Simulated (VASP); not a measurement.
An input for Ansatz (written as the equivalent of a VASP run, and not itself run):

Ansatz 0.2 input:
```yaml
crystal:
  lattice:
    - [-3.0500000, 3.0500000, 3.0500000]
    - [3.0500000, -3.0500000, 3.0500000]
    - [3.0500000, 3.0500000, -3.0500000]
  atoms:
    - { symbol: Cs, position: [0.0000000, 0.0000000, 0.0000000] }
kpoints:
  mp_grid: { grid: [8, 8, 8] }
hamiltonian:
  xc: pbe
  dispersion: d4
  pseudopotentials: { kind: paw }
scf:
  occupations: { method: methfessel_paxton, width: 0.1 }
  max_iter: 100
relax:
  max_steps: 60
  f_tol: 0.01
  cell: {}
output: { forces: true, stress: true, eigenvalues: true }
```

### Question
Write the VASP files for the same calculation (PBE-D4).

### Answer
This is not unique; one that fits is 
### INCAR
```
ALGO  =  Normal
EDIFF  =  1E-6
EDIFFG  =  -0.01
ENCUT  =  520
GGA  =  PE
IBRION  =  2
ISIF  =  3
ISMEAR  =  1
IVDW  =  13
LASPH  =  .True.
LCHARG  =  .False.
LMAXMIX  =  4
LREAL  =  .False.
LWAVE  =  .False.
NELM  =  100
NSW  =  60
PREC  =  Accurate
SIGMA  =  0.1
SYSTEM  =  Cs
```

**KPOINTS**
```
Automatic mesh
0
Gamma
8 8 8
0 0 0
```

File POSCAR:
```
Cs
1
   -3.0500000000     3.0500000000     3.0500000000
    3.0500000000    -3.0500000000     3.0500000000
    3.0500000000     3.0500000000    -3.0500000000
Cs
1
Direct
  0.0000000000   0.0000000000   0.0000000000
```

POTCAR, in this order: Cs_sv (PBE.64 set). Program: vasp_std.

Limits of the translation: each code has its own PAW files, so the cut-off isn't converted (ENCUT is set for VASP's; basis.ecutwfc is left out, and Ansatz then takes the one that its files recommend); Ansatz stops its SCF on the density residual and VASP on the energy change (EDIFF).

The compound is Cs in the bcc structure. This run relaxes it. Symmetry was kept, so distortions that lower it aren't found.
